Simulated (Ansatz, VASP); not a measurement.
# Hf2TiCN2 in two plane-wave programs, part 2 of 3

Aim: how closely do two programs agree when they are given the same cell, functional and k mesh? The cell is generated by rule, not measured, and may not be a known phase. The cell is taken from a series of runs on this material, whose earlier steps may have relaxed, scaled, displaced or heated it; both programs get it as it stands.

VASP 6.6.1 and Ansatz 0.2.0.

So far: The structure; Ansatz: relaxation of cell and atoms, PBEsol, pair 1.

**3. VASP: relaxation of cell and atoms, PBEsol, pair 1**

Level of this step: PBEsol, no spin polarisation; plane waves and PAW (C, Hf_pv, N, Ti_sv); invented cell (VASP).

The same cell, functional, mesh and smearing now go to VASP, with its own data sets.

Lines of VASP's logs that name or quote its potential files are left out, and so is its time.

INCAR reads:

```
SYSTEM = Hf2TiCN2
PREC = Accurate
ENCUT = 600
EDIFF = 1E-07
NELM = 120
ISMEAR = 0
SIGMA = 0.1
LREAL = .FALSE.
ALGO = Normal
GGA = PS
NBANDS = 29
LASPH = .TRUE.
LORBIT = 11
LWAVE = .FALSE.
LCHARG = .FALSE.
ISIF = 3
IBRION = 2
NSW = 80
EDIFFG = -0.005
GGA_COMPAT = .FALSE.
NELMIN = 4
KPAR = 2
```

POSCAR reads:

```
Hf2TiCN2
1.0
    2.2283300000      2.2283300000      0.0000000000
   -2.2283300000      2.2283300000      0.0000000000
    2.2283300000      0.0000000000      6.6850000000
C Hf N Ti
1 2 2 1
Direct
    0.5000000000      0.5000000000      0.0000000000
    0.3333335079      0.6666664921      0.3333329843
    0.6666664921      0.3333335079      0.6666670157
    0.8333335079      0.1666664921      0.3333329843
    0.1666664921      0.8333335079      0.6666670157
    0.0000000000      0.0000000000      0.0000000000
```

KPOINTS reads:

```
Automatic mesh
0
Gamma
6 6 6
0 0 0
```

The projector-augmented-wave data sets are C, Hf_pv, N and Ti_sv (PBE family, release 64).

The run is started by

```sh
$ mpirun -np 2 vasp_std
```

Numbers of over 12 decimals in the logs are rounded to 6 here.

What it wrote:

```text
[banner, memory and clock lines left out]
running    2 mpi-ranks, on    1 nodes
 distrk:  each k-point on    1 cores,    2 groups
 distr:  one band on    1 cores,    1 groups

 POSCAR found type information on POSCAR C HfN Ti
 POSCAR found :  4 types and       6 ions
|                                                                             |
|               ----> ADVICE to this user running VASP <----                  |
|                                                                             |
|     You enforced a specific xc type in the INCAR file but a different       |
|     [... a line on the potential file left out ...]
|     I HOPE YOU KNOW WHAT YOU ARE DOING!                                     |
|                                                                             |

 LDA part: xc-table for (Slater+PW92), standard interpolation
 POSCAR, INCAR and KPOINTS ok, starting setup
 FFT: planning ... GRIDC
 FFT: planning ... GRID_SOFT
 FFT: planning ... GRID
 WAVECAR not read
 entering main loop
       N       E                     dE             d eps       ncg     rms          rms(c)
DAV:   1     0.413116755510E+03    0.41312E+03   -0.26122E+04  1740   0.190E+03
DAV:   2    -0.266314821055E+02   -0.43975E+03   -0.41994E+03  1855   0.496E+02
DAV:   3    -0.754614532274E+02   -0.48830E+02   -0.47419E+02  2602   0.135E+02
DAV:   4    -0.773218044681E+02   -0.18604E+01   -0.18516E+01  2377   0.254E+01
DAV:   5    -0.773632829104E+02   -0.41478E-01   -0.41395E-01  2451   0.370E+00    0.837E+01
DAV:   6    -0.669812431427E+02    0.10382E+02   -0.77259E+01  2407   0.606E+01    0.596E+01
DAV:   7    -0.691257942703E+02   -0.21446E+01   -0.52522E+01  2495   0.545E+01    0.418E+01
DAV:   8    -0.662380677036E+02    0.28877E+01   -0.91087E+00  2338   0.248E+01    0.540E+00
DAV:   9    -0.659820811637E+02    0.25599E+00   -0.21447E+00  2698   0.781E+00    0.231E+00
DAV:  10    -0.659852032027E+02   -0.31220E-02   -0.13443E-01  2394   0.232E+00    0.121E+00
DAV:  11    -0.659821972219E+02    0.30060E-02   -0.67050E-02  2403   0.178E+00    0.348E-01
DAV:  12    -0.659804226383E+02    0.17746E-02   -0.13900E-02  2395   0.865E-01    0.179E-01
DAV:  13    -0.659804576601E+02   -0.35022E-04   -0.25058E-03  2320   0.398E-01    0.132E-01
DAV:  14    -0.659803101465E+02    0.14751E-03   -0.36961E-04  2364   0.158E-01    0.658E-02
DAV:  15    -0.659803096851E+02    0.46138E-06   -0.77132E-05  2678   0.633E-02    0.269E-02
DAV:  16    -0.659803073908E+02    0.22943E-05   -0.34154E-05  2330   0.447E-02    0.173E-02
DAV:  17    -0.659803068743E+02    0.51645E-06   -0.15293E-06  2268   0.103E-02    0.601E-03
DAV:  18    -0.659803066042E+02    0.27014E-06   -0.16392E-06  2502   0.883E-03    0.113E-03
DAV:  19    -0.659803066396E+02   -0.35424E-07   -0.75623E-08  1338   0.208E-03
   1 F= -.65980307E+02 E0= -.65977552E+02  d E =-.659803E+02
[... from here on, the cycles between the ionic steps are left out ...]
   2 F= -.66072794E+02 E0= -.66068035E+02  d E =-.924875E-01
   5 F= -.66100401E+02 E0= -.66096774E+02  d E =-.257812E-01
   6 F= -.66102656E+02 E0= -.66100016E+02  d E =-.225572E-02
   7 F= -.66102658E+02 E0= -.66100037E+02  d E =-.225712E-02
   8 F= -.66103450E+02 E0= -.66100995E+02  d E =-.792665E-03
   9 F= -.66103521E+02 E0= -.66101121E+02  d E =-.862843E-03
  10 F= -.66103712E+02 E0= -.66101311E+02  d E =-.191633E-03
  11 F= -.66103713E+02 E0= -.66101311E+02  d E =-.192355E-03
  12 F= -.66103733E+02 E0= -.66101279E+02  d E =-.200929E-04
  13 F= -.66103736E+02 E0= -.66101296E+02  d E =-.226908E-04
 curvature:  -0.44 expect dE=-0.502E-05 dE for cont linesearch -0.584E-09
 trial: gam= 0.16186 g(F)=  0.497E-05 g(S)=  0.654E-05 ort = 0.328E-06 (trialstep = 0.912E+00)
 search vector abs. value=  0.137E-04
 bond charge predicted
       N       E                     dE             d eps       ncg     rms          rms(c)
DAV:   1    -0.661037562194E+02   -0.20449E-04   -0.19142E-03  1772   0.351E-01    0.102E-01
DAV:   2    -0.661037477880E+02    0.84314E-05   -0.16099E-04  2234   0.112E-01    0.291E-02
DAV:   3    -0.661037424882E+02    0.52998E-05   -0.53784E-05  2417   0.588E-02    0.224E-02
DAV:   4    -0.661037378243E+02    0.46639E-05   -0.19317E-05  2798   0.379E-02    0.986E-03
DAV:   5    -0.661037375903E+02    0.23394E-06   -0.20001E-06  2525   0.843E-03    0.820E-03
DAV:   6    -0.661037374333E+02    0.15707E-06   -0.25784E-07  2046   0.258E-03    0.312E-03
DAV:   7    -0.661037372722E+02    0.16103E-06   -0.79822E-08  1113   0.204E-03    0.656E-04
DAV:   8    -0.661037372868E+02   -0.14571E-07   -0.35752E-08   950   0.114E-03
  14 F= -.66103737E+02 E0= -.66101270E+02  d E =-.160228E-05
 trial-energy change:   -0.000002  1 .order   -0.000002   -0.000011    0.000007
 step:   0.5566(harm=  0.5566)  dis= 0.00021  next Energy=   -66.103739 (dE=-0.322E-05)
 reached required accuracy - stopping structural energy minimisation
```

From OUTCAR (step 3):

```text
ion  position               nearest neighbor table
   1  0.500  0.500  0.000-   6 2.23   6 2.23   6 2.23   6 2.23   2 2.23   3 2.23
   2  0.333  0.667  0.333-   4 2.23   4 2.23   4 2.23   4 2.23   1 2.23   5 2.23   6 3.15   6 3.15
                             6 3.15   6 3.15   3 3.15   3 3.15   3 3.15   3 3.15
   3  0.667  0.333  0.667-   5 2.23   5 2.23   5 2.23   5 2.23   1 2.23   4 2.23   6 3.15   6 3.15
                             6 3.15   6 3.15   2 3.15   2 3.15   2 3.15   2 3.15
   4  0.833  0.167  0.333-   2 2.23   2 2.23   2 2.23   2 2.23   6 2.23   3 2.23
   5  0.167  0.833  0.667-   3 2.23   3 2.23   3 2.23   3 2.23   6 2.23   2 2.23
   6  0.000  0.000  0.000-   1 2.23   1 2.23   1 2.23   1 2.23   5 2.23   4 2.23   3 3.15   2 3.15
                             3 3.15   2 3.15   2 3.15   3 3.15   2 3.15   3 3.15

  LATTYP: Found a body centered tetragonal cell.
 ALAT       =     3.1513345074
 C/A-ratio  =     4.2426470336

 Subroutine GETGRP returns: Found 16 space group operations
 (whereof 16 operations were pure point group operations)

The static configuration has the point symmetry D_4h.

 Found     30 irreducible k-points:

   k-points           NKPTS =     30   k-points in BZ     NKDIM =     30   number of bands    NBANDS=     29

   dimension x,y,z NGX =    28 NGY =   28 NGZ =   56
   dimension x,y,z NGXF=    56 NGYF=   56 NGZF=  112

   ENCUT  =  600.0 eV  44.10 Ry    6.64 a.u.   6.29  6.29 14.07*2*pi/ulx,y,z

   NELECT =      46.0000    total number of electrons

 k-points in reciprocal lattice and weights: Automatic mesh
   0.00000000  0.00000000  0.00000000       0.005
   0.16666667  0.00000000 -0.00000000       0.037
   0.33333333  0.00000000 -0.00000000       0.037
   0.50000000  0.00000000 -0.00000000       0.019
   0.16666667  0.16666667  0.00000000       0.019
   0.33333333  0.16666667 -0.00000000       0.074
   0.50000000  0.16666667 -0.00000000       0.074
  -0.33333333  0.16666667  0.00000000       0.074
  -0.16666667  0.16666667  0.00000000       0.037
[...]
-0.16666667  0.16666667  0.33333333       0.019
   0.00000000  0.00000000  0.50000000       0.005

 average (electrostatic) potential at core
       1 -45.8441       2 -33.5730       3 -33.5730       4 -60.9140       5 -60.9140
       6 -72.5801

 E-fermi :   8.6195

 k-point     1 :       0.0000    0.0000    0.0000
  band No.  band energies     occupation
    ...
     23       7.8888      2.00000
     24       7.8888      2.00000
     25       8.3727      1.99952
     26       8.5530      1.65309
     27       8.5530      1.65309
     28       9.7675      0.00000
     29       9.7983      0.00000

 k-point     2 :       0.1667    0.0000   -0.0000
  band No.  band energies     occupation
    ...
     20       5.7961      2.00000
     21       6.2192      2.00000
     22       6.6689      2.00000
     23       7.5271      2.00000
     24       8.1242      2.00000
     25       8.8235      0.00390
     26       9.0940      0.00000
     27       9.3959      0.00000
     28      10.4248      0.00000
     29      11.2564      0.00000

 k-point     3 :       0.3333    0.0000   -0.0000
  band No.  band energies     occupation
    ...
     18       3.3841      2.00000
     19       3.4463      2.00000
     20       4.2800      2.00000
     21       5.1976      2.00000
     22       5.4917      2.00000
     23       9.4959      0.00000
     24       9.6333      0.00000
     25       9.9464      0.00000
     26      10.2799      0.00000
     27      11.2426      0.00000
    ...

  Total       -0.0247909     -0.0247909     -0.0135228      0.0000000      0.0000000      0.0000000
  in kB       -0.6013239     -0.6013239     -0.3280057      0.0000000      0.0000000      0.0000000
  external PRESSURE =      -0.5102178 kB  Pullay stress =       0.0000000 kB

  energy-cutoff  :      600.00
  volume of cell :       66.05
      direct lattice vectors                 reciprocal lattice vectors
     2.205597796  2.205597796  0.000000000     0.226695910  0.226695910 -0.073647512
    -2.205597796  2.205597796 -0.000000000    -0.226695910  0.226695910  0.073647512
     2.205597796 -0.000000000  6.789095623    -0.000000000  0.000000000  0.147295024

 POSITION                                       TOTAL-FORCE (eV/Angst)
 -----------------------------------------------------------------------------------
      0.00000      2.20560     -0.00000        -0.000000     -0.000000      0.000000
      0.00000      2.20560      2.17594        -0.000000      0.000000     -0.000861
      2.20560      2.20560      4.61316         0.000000     -0.000000      0.000861
      2.20560      2.20560      2.27369         0.000000      0.000000     -0.003548
     -0.00000      2.20560      4.51540        -0.000000     -0.000000      0.003548
      2.20560      2.20560      0.00000        -0.000000      0.000000      0.000000
 -----------------------------------------------------------------------------------
    total drift:                               -0.000000      0.000000     -0.000000

  FREE ENERGIE OF THE ION-ELECTRON SYSTEM (eV)
  ---------------------------------------------------
  free  energy   TOTEN  =       -66.1037372868 eV

  energy  without entropy=      -66.0988029096  energy(sigma->0) =      -66.10127010

 reached required accuracy - stopping structural energy minimisation

 total charge
# of ion       s       p       d       tot
------------------------------------------
    1        0.874   1.536   0.000   2.410
    2        0.323   6.669   1.796   8.789
    3        0.323   6.669   1.796   8.789
    4        1.231   2.494   0.000   3.725
    5        1.231   2.494   0.000   3.725
    6        2.176   6.206   1.949  10.331
--------------------------------------------------
tot          6.160  26.068   5.542  37.770

[... 3 further parts left out ...]
```

CONTCAR:

```
Hf2TiCN2
   1.00000000000000
     2.2055977959759887    2.2055977959759887    0.0000000000000000
    -2.2055977959759887    2.2055977959759887   -0.0000000000000000
     2.2055977959759887   -0.0000000000000000    6.7890956229790147
  C               Hf              N               Ti
     1     2     2     1
Direct
     0.5000000000000000    0.5000000000000000    0.0000000000000000
     0.3397477149655381    0.6602522850344618    0.3205045701689255
     0.6602522850344618    0.3397477149655381    0.6794954298310745
     0.8325482257258510    0.1674517742741488    0.3349035486482993
     0.1674517742741488    0.8325482257258510    0.6650964513517008
     1.0000000000000000    0.0000000000000000    0.0000000000000000
```

This run has no spin polarisation, so a moment on Ti, if there is one, isn't seen. The run keeps the 16 symmetry operations of its start, so it cannot find a distortion of lower symmetry.

**4. Comparison**

Known differences besides the potentials themselves: the data sets hold 78 valence electrons in Ansatz (on its default PAW (the set named soft_2) files) and 46 in VASP; the cutoff is 420 eV in Ansatz and 600 eV in VASP; Ansatz makes its cores anew for this functional, VASP keeps those of its PBE data sets; Ansatz adds a Pulay correction to the stress that steers its cell, VASP none. Total energies have different zeros and are not compared.

Both answers:

```
                                         quantity  Ansatz   VASP  difference
                                      volume (Å³)   66.28  66.05     +0.35 %
edge a after relaxation, in the typed setting (Å)   3.124  3.119     +0.16 %
edge c after relaxation, in the typed setting (Å)   7.141  7.138     +0.03 %
```

**5. VASP: relaxation of cell and atoms, PBEsol, pair 2**

The relaxed volume is the usual yardstick between codes: in a stiff, nearly cubic crystal its relative difference is about their pressure difference at one cell divided by the bulk modulus.

INCAR is that of step 3.

POSCAR reads:

```
Hf2TiCN2
1.0
    2.2092220000      2.2092220000      0.0000000000
   -2.2092220000      2.2092220000      0.0000000000
    2.2092220000      0.0000000000      6.7904930000
C Hf N Ti
1 2 2 1
Direct
    0.5000000000      0.5000000000      0.0000000000
    0.3399884220      0.6600115780      0.3200231559
    0.6600115780      0.3399884220      0.6799768441
    0.8333364750      0.1666635250      0.3333270500
    0.1666635250      0.8333364750      0.6666729500
    0.0000000000      0.0000000000      0.0000000000
```

KPOINTS reads:

```
Automatic mesh
0
Gamma
12 12 12
0 0 0
```

The run is started by

```sh
$ mpirun -np 2 vasp_std
```

What it wrote:

```text
[banner, memory and clock lines left out]
running    2 mpi-ranks, on    1 nodes
[...]
[... a notice as in an earlier step ...]

 LDA part: xc-table for (Slater+PW92), standard interpolation
 POSCAR, INCAR and KPOINTS ok, starting setup
[...]
entering main loop
       N       E                     dE             d eps       ncg     rms          rms(c)
DAV:   1     0.416112388966E+03    0.41611E+03   -0.26258E+04  9454   0.189E+03
DAV:   2    -0.267506763542E+02   -0.44286E+03   -0.42518E+03 10110   0.496E+02
DAV:   3    -0.755449336241E+02   -0.48794E+02   -0.47011E+02 13925   0.134E+02
DAV:   4    -0.773668966121E+02   -0.18220E+01   -0.18068E+01 13077   0.248E+01
[...]
DAV:  16    -0.660809091827E+02   -0.62889E-06   -0.93208E-06 12401   0.143E-02    0.118E-02
DAV:  17    -0.660809094417E+02   -0.25895E-06   -0.10713E-06 12825   0.586E-03    0.387E-03
DAV:  18    -0.660809094782E+02   -0.36526E-07   -0.48701E-08  7158   0.179E-03
   1 F= -.66080909E+02 E0= -.66077298E+02  d E =-.660809E+02
[... from here on, the cycles between the ionic steps are left out ...]
   2 F= -.66082351E+02 E0= -.66078667E+02  d E =-.144196E-02
   3 F= -.66083072E+02 E0= -.66079413E+02  d E =-.216249E-02
   4 F= -.66084292E+02 E0= -.66080505E+02  d E =-.122011E-02
   5 F= -.66084313E+02 E0= -.66080543E+02  d E =-.124079E-02
   6 F= -.66084312E+02 E0= -.66080545E+02  d E =-.124045E-02
   7 F= -.66084317E+02 E0= -.66080553E+02  d E =-.455438E-05
   8 F= -.66084318E+02 E0= -.66080553E+02  d E =-.555157E-05
   9 F= -.66084324E+02 E0= -.66080560E+02  d E =-.563630E-05
 trial-energy change:   -0.000006  1 .order   -0.000005   -0.000008   -0.000002
 step:   1.1613(harm=  1.1613)  dis= 0.00063  next Energy=   -66.084324 (dE=-0.575E-05)
 reached required accuracy - stopping structural energy minimisation
```

Parts of OUTCAR (step 5):

```text
  Total        0.0041958      0.0041958     -0.0014869      0.0000000      0.0000000      0.0000000
  in kB        0.1018631      0.1018631     -0.0360986      0.0000000      0.0000000      0.0000000
  external PRESSURE =       0.0558759 kB  Pullay stress =       0.0000000 kB

 POSITION                                       TOTAL-FORCE (eV/Angst)
 -----------------------------------------------------------------------------------
      0.00000      2.20862     -0.00000         0.000000      0.000000     -0.000000
     -0.00000      2.20862      2.17634         0.000000      0.000000      0.001902
      2.20862      2.20862      4.58821        -0.000000     -0.000000     -0.001902
      2.20862      2.20862      2.25987        -0.000000      0.000000      0.003254
     -0.00000      2.20862      4.50468         0.000000     -0.000000     -0.003254
      0.00000      0.00000      0.00000         0.000000     -0.000000     -0.000000
 -----------------------------------------------------------------------------------
    total drift:                                0.000000      0.000000      0.000000

  FREE ENERGIE OF THE ION-ELECTRON SYSTEM (eV)
  ---------------------------------------------------
  free  energy   TOTEN  =       -66.0843235985 eV

  energy  without entropy=      -66.0767958993  energy(sigma->0) =      -66.08055975

[... 1 part as in an earlier step ...]

[... 3 further parts left out ...]
[key lines of the parts left out:]
E-fermi :   8.5974
```

**6. Ansatz: relaxation of cell and atoms, PBEsol, pair 2**

The same cell, functional, mesh and smearing now go to Ansatz, which takes its cutoff from its data sets.

The cell is taken from a series of runs on this material, whose earlier steps may have relaxed, scaled, displaced or heated it; both programs get it as it stands.

input.yaml reads:

```yaml
crystal:
  lattice:
    - [2.2092217541, 2.2092217541, 0.0]
    - [-2.2092217541, 2.2092217541, 0.0]
    - [2.2092217541, 0.0, 6.7904929797]
  atoms:
    - { symbol: C, position: [0.5, 0.5, 0.0] }
    - { symbol: Hf, position: [0.3399883981, 0.6600116019, 0.3200232038] }
    - { symbol: Hf, position: [0.6600116019, 0.3399883981, 0.6799767962] }
    - { symbol: "N", position: [0.8333364637, 0.1666635363, 0.3333270725] }
    - { symbol: "N", position: [0.1666635363, 0.8333364637, 0.6666729275] }
    - { symbol: Ti, position: [0.0, 0.0, 0.0] }
kpoints:
  mp_grid: { grid: [12, 12, 12] }
hamiltonian:
  xc: pbesol
scf:
  occupations: { method: gaussian, width: 0.1 }
output:
  forces: true
  stress: true
  eigenvalues: true
relax:
  adjacent_minimum: "off"
  f_tol: 0.005
  max_steps: 80
  cell: { stress_tol: 0.05 }
```

The run is started by

```sh
$ ansatz run input.yaml --threads 8 --pin off --max-ram 14336MiB --backend cpu --events-out ev --progress --plain --runs-dir out
```

What it wrote:

```text
[...]
Crystal: 6 atoms, lattice volume = 66.284 Å³
Basis set: ecut = 420 eV, 1291 PW (Γ), exchange–correlation on 48×48×96 points (8 copies of the dense FFT grid, shifted against one another)
Bands: 47, of which v1, the nominal top of the filled ones, is band 39 counted from 1 (38 counted from 0)
Symmetry: 16 space group operations
[...]
k-points: 163 of 1728
[...]
cell:  # Å, volume = 66.2988 Å³
    - [2.212503, 2.212503, 0.0]
    - [-2.212503, 2.212503, 0.0]
    - [2.212503, 0, 6.771859]
  atoms:
    - { symbol: C, position: [0.5, 0.5, 0] }
    - { symbol: Hf, position: [0.339355, 0.660645, 0.321289] }
    - { symbol: Hf, position: [0.660645, 0.339355, 0.678711] }
    - { symbol: N, position: [0.833323, 0.166677, 0.333355] }
    - { symbol: N, position: [0.166677, 0.833323, 0.666645] }
    - { symbol: Ti, position: [0, 0, 0] }
[key lines of the parts left out:]
SCF converged after 9 iterations
Free energy (F): -34683.220600 eV
Fermi energy:    20.946397 eV
P = ⅓ Tr σ = -0.0230 GPa (-0.230 kbar)
```

**7. Comparison**

What differs besides the data sets and the points named for the pairs above, as far as they apply: the data sets hold 78 valence electrons in Ansatz (on its default PAW (the set named soft_2) files) and 46 in VASP. Total energies have different zeros and are not compared.

Both answers:

```csv
quantity,Ansatz,VASP,difference
volume (Å³),66.30,65.99,+0.46 %
"edge a after relaxation, in the typed setting (Å)",3.129,3.123,+0.18 %
"edge c after relaxation, in the typed setting (Å)",7.124,7.116,+0.11 %
```

(Part 2 of 3 ends here.)

[Lines on the potential files, build, host, timing and source positions are cut from VASP's logs without a mark.]

[Logs are printed without paths, hosts, clocks, repeated set-up lines and the standing remarks that a program may print on its own settings, such as how far it seeks lower states.]

[Hosts, paths, dates, database ids (printed as entryN), source tags and the programs' standing remarks are cut or masked in the printed files.]
